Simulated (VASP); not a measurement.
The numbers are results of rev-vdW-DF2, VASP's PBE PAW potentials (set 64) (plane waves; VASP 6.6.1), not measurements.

VASP input:

**POSCAR**
```
GdN
1.0
  0.0000000000   2.4900000000   2.4900000000
  2.4900000000   0.0000000000   2.4900000000
  2.4900000000   2.4900000000   0.0000000000
Gd N
1 1
Direct
  0.0000000000   0.0000000000   0.0000000000
  0.5000000000   0.5000000000   0.5000000000
```

INCAR:
```
AGGAC  =  0.0
ALGO  =  Normal
EDIFF  =  1E-6
EDIFFG  =  -0.01
ENCUT  =  520
GGA  =  MK
IBRION  =  2
ISIF  =  3
ISMEAR  =  0
LASPH  =  .True.
LCHARG  =  .False.
LMAXMIX  =  6
LREAL  =  .False.
LUSE_VDW  =  .True.
LWAVE  =  .False.
NELM  =  100
NSW  =  60
PARAM1  =  0.1234568
PARAM2  =  0.7114
PREC  =  Accurate
SIGMA  =  0.05
SYSTEM  =  GdN
ZAB_VDW  =  -1.8867
```

File KPOINTS:
```
Automatic
0
G
8 8 8
```

POTCAR, in this order: Gd_3 N (PBE.64 set). Program: vasp_std.

The resulting files:

### OUTCAR
```
 ion  position               nearest neighbor table
   1  0.000  0.000  0.000-   2 2.49   2 2.49   2 2.49   2 2.49   2 2.49   2 2.49
   2  0.500  0.500  0.500-   1 2.49   1 2.49   1 2.49   1 2.49   1 2.49   1 2.49
  LATTYP: Found a face centered cubic cell.
 ALAT       =     4.9800000000
 Subroutine PRICEL returns:
 Original cell was already a primitive cell.
 Subroutine GETGRP returns: Found 48 space group operations
The static configuration has the point symmetry O_h .
The dynamic configuration has the point symmetry O_h .
 Subroutine INISYM returns: Found 48 space group operations
 Subroutine IBZKPT returns following result:
 Found     29 irreducible k-points:

 Following reciprocal coordinates:
            Coordinates               Weight
  0.000000  0.000000  0.000000      1.000000
  0.125000  0.000000  0.000000      8.000000
  0.250000  0.000000  0.000000      8.000000
  0.375000  0.000000  0.000000      8.000000
  0.500000  0.000000  0.000000      4.000000
  0.125000  0.125000  0.000000      6.000000
  0.250000  0.125000  0.000000     24.000000
  0.375000  0.125000  0.000000     24.000000
  0.500000  0.125000  0.000000     24.000000
...
```

### OSZICAR
```
       N       E                     dE             d eps       ncg     rms          rms(c)
DAV:   1     0.468160117057E+02    0.46816E+02   -0.70384E+03   638   0.118E+03
DAV:   2    -0.122360724236E+02   -0.59052E+02   -0.55781E+02   837   0.236E+02
DAV:   3    -0.153841712453E+02   -0.31481E+01   -0.30150E+01   864   0.427E+01
DAV:   4    -0.154214741222E+02   -0.37303E-01   -0.37253E-01   773   0.422E+00
DAV:   5    -0.154221927741E+02   -0.71865E-03   -0.71827E-03   842   0.469E-01    0.267E+01
DAV:   6    -0.132645207647E+02    0.21577E+01   -0.19850E+01   731   0.266E+01    0.248E+01
DAV:   7    -0.130522574771E+02    0.21226E+00   -0.15679E+00   730   0.814E+00    0.170E+01
DAV:   8    -0.130504272293E+02    0.18302E-02   -0.13692E-01   695   0.386E+00    0.594E+00
DAV:   9    -0.130456157845E+02    0.48114E-02   -0.10010E-02   785   0.948E-01    0.395E-01
DAV:  10    -0.130458208486E+02   -0.20506E-03   -0.47236E-04   846   0.190E-01    0.307E-01
DAV:  11    -0.130458046086E+02    0.16240E-04   -0.76824E-05   807   0.691E-02    0.137E-02
DAV:  12    -0.130458055270E+02   -0.91844E-06   -0.64817E-06   808   0.228E-02
   1 F= -.13045806E+02 E0= -.13045658E+02  d E =-.130458E+02
       N       E                     dE             d eps       ncg     rms          rms(c)
DAV:   1    -0.131047299575E+02   -0.58925E-01   -0.13965E+00   641   0.110E+01    0.284E+00
DAV:   2    -0.130585840873E+02    0.46146E-01   -0.20456E-01   731   0.320E+00    0.103E+00
DAV:   3    -0.130477104154E+02    0.10874E-01   -0.29261E-02   780   0.135E+00    0.961E-01
DAV:   4    -0.130436798363E+02    0.40306E-02   -0.15618E-02   728   0.114E+00    0.327E-01
DAV:   5    -0.130436480857E+02    0.31751E-04   -0.61858E-04   827   0.234E-01    0.234E-02
DAV:   6    -0.130436374549E+02    0.10631E-04   -0.41869E-05   771   0.586E-02    0.116E-02
DAV:   7    -0.130436378676E+02   -0.41276E-06   -0.54276E-06   862   0.216E-02
   2 F= -.13043638E+02 E0= -.13043581E+02  d E =0.216766E-02
       N       E                     dE             d eps       ncg     rms          rms(c)
DAV:   1    -0.130686501288E+02   -0.25013E-01   -0.42884E-01   650   0.605E+00    0.159E+00
DAV:   2    -0.130547810162E+02    0.13869E-01   -0.72605E-02   722   0.185E+00    0.571E-01
DAV:   3    -0.130510267237E+02    0.37543E-02   -0.12184E-02   773   0.788E-01    0.561E-01
DAV:   4    -0.130496543041E+02    0.13724E-02   -0.51907E-03   724   0.667E-01    0.199E-01
DAV:   5    -0.130496344412E+02    0.19863E-04   -0.36394E-04   828   0.163E-01    0.299E-02
DAV:   6    -0.130496227769E+02    0.11664E-04   -0.48720E-05   786   0.632E-02    0.652E-03
DAV:   7    -0.130496230155E+02   -0.23858E-06   -0.28298E-06   707   0.169E-02
   3 F= -.13049623E+02 E0= -.13049511E+02  d E =-.381749E-02
```

File OUTCAR:
```
------------------------ aborting loop because EDIFF is reached ----------------------------------------
  FORCE on cell =-STRESS in cart. coord.  units (eV):
  Direction    XX          YY          ZZ          XY          YZ          ZX
  --------------------------------------------------------------------------------------
  Total       -0.0018104     -0.0018104     -0.0018104      0.0000000      0.0000000      0.0000000
  in kB       -0.0954284     -0.0954284     -0.0954284      0.0000000      0.0000000      0.0000000
  external PRESSURE =      -0.0954284 kB  Pullay stress =       0.0000000 kB
  volume of cell :       30.40
      direct lattice vectors                 reciprocal lattice vectors
    -0.000000000  2.477009603  2.477009603    -0.201856303  0.201856303  0.201856303
     2.477009603  0.000000000  2.477009603     0.201856303 -0.201856303  0.201856303
     2.477009603  2.477009603 -0.000000000     0.201856303  0.201856303 -0.201856303
 POSITION                                       TOTAL-FORCE (eV/Angst)
 -----------------------------------------------------------------------------------
      0.00000      0.00000      0.00000         0.000000     -0.000000      0.000000
      2.47701      2.47701      2.47701        -0.000000      0.000000     -0.000000
 -----------------------------------------------------------------------------------
    total drift:                                0.000000      0.000000      0.000000
  FREE ENERGIE OF THE ION-ELECTRON SYSTEM (eV)
  ---------------------------------------------------
  free  energy   TOTEN  =       -13.0496230155 eV

  energy  without entropy=      -13.0493986275  energy(sigma->0) =      -13.04951082

 reached required accuracy - stopping structural energy minimisation
```
(Selected blocks of OUTCAR.)

### CONTCAR
```
GdN
   1.00000000000000
    -0.0000000000000000    2.4770096032766822    2.4770096032766822
     2.4770096032766822    0.0000000000000000    2.4770096032766822
     2.4770096032766822    2.4770096032766822   -0.0000000000000000
  Gd              N
     1     1
Direct
     0.0000000000000000    0.0000000000000000    0.0000000000000000
     0.5000000000000000    0.5000000000000000    0.5000000000000000
```

The 4f electrons are frozen in the core of the lanthanide potential, so 4f levels, which can set the real gap, and their magnetism are missing.

The compound is GdN in the rock salt structure. This run relaxes it. Symmetry was kept, so distortions that lower it aren't found.
